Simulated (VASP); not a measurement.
A convergence study with VASP on BaTiO3 (cubic perovskite): one setting is varied, all else stays as given below, so the limit is that of these other settings.

```
BaTiO3
1.0
    4.00000     0.00000     0.00000
    0.00000     4.00000     0.00000
    0.00000     0.00000     4.00000
Ba Ti O
1 1 3
Cartesian
  0.00000   0.00000   0.00000
  2.00000   2.00000   2.00000
  2.00000   0.00000   2.00000
  0.00000   2.00000   2.00000
  2.00000   2.00000   0.00000
```

All values below come from PBE GGA, VASP's PBE PAW potentials (set 64) (plane waves; VASP). The tightest run used: 700 eV cut-off, 14×14×14 Γ-centred mesh, tetrahedra with Blöchl corrections, potentials Ba_sv Ti_sv O.

Unless said otherwise, spin-orbit coupling is left out, though it shifts the bands of the heavy elements here. Gaps are read on the run's mesh, which can miss a band edge.

```csv
setting,E (eV/atom),pressure (GPa),gap on the mesh (eV),irreducible k-points
3×3×3 mesh,-7.9759,4.31,1.815,4
4×4×4 mesh,-7.9927,4.08,1.731,10
5×5×5 mesh,-7.9955,4.06,1.861,10
```

Task: These are the cheaper rows. Estimate the results at 14×14×14 mesh, and how far the last row shown lies from them.

Result: 
| quantity | tightest run | last row shown is off by |
|---|---|---|
| E (eV/atom) | -7.9961 | 0.0007 |
| pressure (GPa) | 4.02 | 0.03 |
| gap on the mesh (eV) | 1.750 | 0.111 |

Left out are rungs that failed or repeat a setting and relaxations that didn't move; long series are thinned to 24 rows.

The compound is BaTiO3 in the cubic perovskite structure, the ideal cubic form; the compound distorts at low or room temperature. The cell was not relaxed at this level.
